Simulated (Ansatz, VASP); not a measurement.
# Cross-check of Si113Ge28 (amorphous Si0.8Ge0.2) between VASP and Ansatz, part 2 of 2

One calculation is typed for both programs; each brings its own data sets. How far apart do they land? Of the first pair: The structure shown is the start of the Ansatz relaxation below; VASP solves that cell, so the two are compared at the walk's first step.

VASP 6.6.1 and Ansatz 0.2.0.

So far. Step 3 (VASP: single point, LDA, start cell, pair 1): The run ends at a pressure of -0.02 GPa, with forces up to 0.26 eV/Å.

## 5. Ansatz: relaxation, LDA

Level of this step: Ansatz beside VASP: Kohn-Sham DFT, plane waves, LDA (Ansatz).

This run makes the geometry at which the two programs are then compared.

The structure compared here is the end of the Ansatz relaxation.

Contents of input.yaml:

```yaml
crystal:
  lattice:
    - [14.11518, 0.03244, 0.02878]
    - [0.03026, 13.89699, -0.0163]
    - [0.02862, -0.01601, 14.39381]
  atoms:
    - { symbol: Si, position: [0.07684, 0.12939, 0.39625] }
    - { symbol: Si, position: [0.1104, 0.64914, 0.41799] }
    - { symbol: Si, position: [0.57225, 0.59474, 0.59647] }
    - { symbol: Si, position: [0.05423, 0.28333, 0.33204] }
    - { symbol: Si, position: [0.7543, 0.93128, 0.21093] }
    - { symbol: Si, position: [0.44151, 0.84378, 0.987] }
    - { symbol: Si, position: [0.90272, 0.33261, 0.28806] }
    - { symbol: Si, position: [0.09081, 0.09523, 0.70262] }
    - { symbol: Si, position: [0.30396, 0.08077, 0.95944] }
    - { symbol: Si, position: [0.16827, 0.32718, 0.22552] }
    - { symbol: Si, position: [0.34493, 0.09221, 0.80269] }
    - { symbol: Si, position: [0.4285, 0.62803, 0.38408] }
    - { symbol: Si, position: [0.83558, 0.35987, 0.55223] }
    - { symbol: Si, position: [0.31913, 0.37556, 0.97446] }
    - { symbol: Si, position: [0.1401, 0.05258, 0.96263] }
    - { symbol: Si, position: [0.169, 0.92479, 0.18445] }
    - { symbol: Si, position: [0.60354, 0.77862, 0.60888] }
    - { symbol: Si, position: [0.71711, 0.05688, 0.31254] }
    - { symbol: Si, position: [0.23095, 0.75613, 0.5573] }
    - { symbol: Si, position: [0.65517, 0.19767, 0.24187] }
    - { symbol: Si, position: [0.11786, 0.82317, 0.43412] }
    - { symbol: Si, position: [0.17422, 0.80855, 0.06898] }
    - { symbol: Si, position: [0.88901, 0.10458, 0.87649] }
    - { symbol: Si, position: [0.96104, 0.71708, 0.61833] }
    - { symbol: Si, position: [0.46385, 0.20801, 0.28469] }
    - { symbol: Si, position: [0.44653, 0.2842, 0.64374] }
    - { symbol: Si, position: [0.527, 0.49366, 0.34923] }
    - { symbol: Si, position: [0.96238, 0.98507, 0.6468] }
    - { symbol: Si, position: [0.2652, 0.57786, 0.21852] }
    - { symbol: Si, position: [0.61088, 0.93461, 0.54122] }
[... 105 atom lines left out ...]
    - { symbol: Ge, position: [0.26603, 0.50473, 0.72516] }
    - { symbol: Ge, position: [0.23745, 0.67821, 0.88276] }
    - { symbol: Ge, position: [0.70593, 0.99043, 0.77331] }
    - { symbol: Ge, position: [0.68624, 0.29137, 0.59623] }
    - { symbol: Ge, position: [0.07698, 0.6667, 0.06322] }
    - { symbol: Ge, position: [0.68575, 0.34857, 0.00377] }
kpoints:
  mp_grid: { grid: [1, 1, 1] }
hamiltonian:
  xc: lda
scf:
  occupations: { method: fermi_dirac, width: 0.025 }
output:
  forces: true
  eigenvalues: true
  stress: true
relax:
  f_tol: 0.05
  max_steps: 70
```

The run is started by

```
> ansatz run input.yaml --threads 8 --pin off --max-ram 15872MiB --backend cpu --events-out ev --progress --plain --runs-dir out
```

Numbers of over 12 decimals in the logs are rounded to 6 here.

Log:

```text
[...]
Crystal: 141 atoms, lattice volume = 2823.439 Å³
Basis set: ecut = 420 eV, 55167 PW (Γ)
Bands: 563, of which v1, the nominal top of the filled ones, is band 422 counted from 1 (421 counted from 0)
Symmetry: 1 space group operations
[...]
k-points: 1
[...]
SCF iter   1: F=—  HF=-186786.741364 eV  |F-HF|=—  |Δ(HF+E_count)|=         —  Δρ=4.95e-3  dr2=1.17e0  ethr=1.77e-3  ⟨swp⟩=6.0  Hψ=2352  notcnv=0  defer=49
[...]
- { symbol: Ge, position: [0.104239, 0.636020, 0.586191] }
    - { symbol: Ge, position: [0.572896, 0.057232, 0.647682] }
    - { symbol: Ge, position: [0.976255, 0.024686, 0.315017] }
    - { symbol: Ge, position: [0.987206, 0.735286, 0.779427] }
    - { symbol: Ge, position: [0.233002, 0.186577, 0.167356] }
    - { symbol: Ge, position: [0.541462, 0.068665, 0.057963] }
[...]
- { symbol: Ge, position: [0.705972, 0.990216, 0.773238] }
    - { symbol: Ge, position: [0.685327, 0.291970, 0.595452] }
    - { symbol: Ge, position: [0.077521, 0.667449, 0.063094] }
    - { symbol: Ge, position: [0.685726, 0.350118, 0.00289562] }
```

## 6. VASP: single point, LDA, relaxed cell, pair 2

The same cell, functional (in two slightly different forms), mesh and smearing now go to VASP, with its own data sets.

Contents of INCAR:

```
SYSTEM = Si113Ge28
PREC = Accurate
ENCUT = 500
EDIFF = 1E-06
NELM = 120
ISMEAR = -1
SIGMA = 0.025
LREAL = Auto
ALGO = Normal
GGA = CA
NBANDS = 520
LORBIT = 11
LWAVE = .FALSE.
LCHARG = .FALSE.
ISIF = 2
LASPH = .TRUE.
GGA_COMPAT = .FALSE.
EFERMI = MIDGAP
```

Contents of POSCAR:

```
Si113Ge28
1.0
   14.1151800000      0.0324400000      0.0287800000
    0.0302600000     13.8969900000     -0.0163000000
    0.0286200000     -0.0160100000     14.3938100000
Si Ge
113 28
Direct
    0.0779500000      0.1299700000      0.3969500000
    0.1096800000      0.6495200000      0.4181000000
    0.5716100000      0.5945800000      0.5963800000
    0.0553400000      0.2842100000      0.3326300000
    0.7539800000      0.9315300000      0.2106900000
    0.4405400000      0.8436700000      0.9869200000
    0.9031600000      0.3325300000      0.2884200000
    0.0906100000      0.0958500000      0.7009500000
    0.3031500000      0.0814800000      0.9587800000
    0.1687800000      0.3276100000      0.2260900000
    0.3439400000      0.0921400000      0.8021800000
    0.4279000000      0.6286000000      0.3840600000
    0.8346000000      0.3588200000      0.5520300000
    0.3198200000      0.3759700000      0.9749600000
    0.1398500000      0.0523500000      0.9624500000
    0.1696200000      0.9240200000      0.1846300000
    0.6034700000      0.7781100000      0.6097600000
    0.7155200000      0.0569500000      0.3128500000
    0.2311300000      0.7542800000      0.5570300000
    0.6542500000      0.1986500000      0.2406300000
    0.1173400000      0.8228500000      0.4343600000
    0.1734800000      0.8083600000      0.0685600000
    0.8891700000      0.1044600000      0.8765100000
    0.9600000000      0.7167800000      0.6184200000
    0.4643300000      0.2070700000      0.2841800000
    0.4465500000      0.2842500000      0.6446000000
    0.5273600000      0.4931400000      0.3494800000
    0.9633400000      0.9841800000      0.6466900000
    0.2648000000      0.5779300000      0.2186100000
    0.6111200000      0.9338100000      0.5417000000
[... 105 atom lines left out ...]
    0.2669800000      0.5047100000      0.7249000000
    0.2373400000      0.6778300000      0.8826000000
    0.7059700000      0.9902200000      0.7732400000
    0.6853300000      0.2919700000      0.5954500000
    0.0775200000      0.6674500000      0.0630900000
    0.6857300000      0.3501200000      0.0029000000
```

Contents of KPOINTS:

```
Automatic mesh
0
Gamma
1 1 1
0 0 0
```

The projector-augmented-wave data sets are Si and Ge_d (LDA family, release 64).

The run is started by

```
> export OMP_NUM_THREADS=4
> mpirun -np 1 vasp_gam
```

Log:

```text
[... set-up lines as in an earlier step ...]
 entering main loop
       N       E                     dE             d eps       ncg     rms          rms(c)
DAV:   1     0.158519270683E+05    0.15852E+05   -0.28585E+05  1192   0.279E+03
DAV:   2     0.272827542142E+04   -0.13124E+05   -0.12692E+05  1040   0.777E+02
DAV:   3    -0.329434260354E+03   -0.30577E+04   -0.28672E+04  1216   0.246E+02
DAV:   4    -0.779991695325E+03   -0.45056E+03   -0.42850E+03  1312   0.940E+01
[...]
DAV:  15    -0.788111927285E+03   -0.15599E-05   -0.23682E-04  1488   0.360E-02    0.248E-02
DAV:  16    -0.788111929349E+03   -0.20638E-05   -0.50848E-05  1240   0.201E-02    0.124E-02
DAV:  17    -0.788111929366E+03   -0.17644E-07   -0.69747E-06   856   0.141E-02
   1 F= -.78811193E+03 E0= -.78810877E+03  d E =-.631376E-02
```

Parts of OUTCAR (step 6):

```text
  FREE ENERGIE OF THE ION-ELECTRON SYSTEM (eV)
  ---------------------------------------------------
  free  energy   TOTEN  =      -788.1119293664 eV

  energy  without entropy=     -788.1056156018  energy(sigma->0) =     -788.10877248
```

The run ends at a pressure of 0.00 GPa, with forces up to 0.043 eV/Å.

## 7. Comparison

What differs besides the data sets and the points named for the pairs above, as far as they apply: the cutoff is 420 eV in Ansatz and 500 eV in VASP (PREC = Accurate, projectors in real space). Total energies have different zeros and are not compared.

Both answers:

| quantity | Ansatz | VASP | difference |
| --- | --- | --- | --- |
| pressure (GPa) | -0.03 | 0.00 | -0.03 |
| gap on the k mesh (eV) | 0.227 | 0.226 | 0.000 |

At this near-relaxed geometry the largest component of a force difference is 12 meV/Å. A gap on the mesh is an upper bound, since the band edges may lie between its points.

## 8. What came out

```json
{
  "r.m.s. force difference (single point, LDA, start cell, pair 1)": "3.0 meV/Å",
  "difference in gap on the k mesh (single point, LDA, relaxed cell, pair 2)": "2.7e-4 eV"
}
```

**Reading.** The r.m.s. force difference is 3.0 meV/Å (single point, LDA, start cell, pair 1), within the 12 meV/Å picked in this series as the mark of a large difference. How closely two codes agree says nothing of how well the functional describes the real material.

[Lines on the potential files, build, host, timing and source positions are cut from VASP's logs without a mark.]

[Logs are printed without paths, hosts, clocks, repeated set-up lines and the standing remarks that a program may print on its own settings, such as how far it seeks lower states.]

[Hosts, paths, dates, database ids (printed as entryN), source tags and the programs' standing remarks are cut or masked in the printed files.]
